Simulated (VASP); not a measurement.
Energy against volume of CsPbBr₃ (cubic perovskite). Level of theory: revPBE GGA, VASP's PBE PAW potentials (set 64) (plane waves; VASP). Settings: 520 eV cut-off, 4×4×4 Γ-centred mesh, Gaussian smearing of 0.050 eV, potentials Cs_sv Pb_d Br.

```
V (Å³/atom)  E (eV/atom)
-----------  -----------
44.509          -2.98509
45.885          -2.98690
47.262          -2.98466
48.638          -2.97903
```

Fit these four points and predict the energy of the run at 43.132 Å³/atom.

A cubic in V^(−2/3), the third-order Birch-Murnaghan form, passes through the four points with V0 = 45.77 Å³/atom and B0 = 16 GPa, and gives -2.9784 eV/atom there. The run gave -2.9785 eV/atom, -0.0 meV/atom from the fit; all five points give B0 = 16 GPa.

The compound is CsPbBr3 in the cubic perovskite structure, the ideal cubic form; the compound distorts at low or room temperature. It was relaxed first, which changed the volume by +13 %.
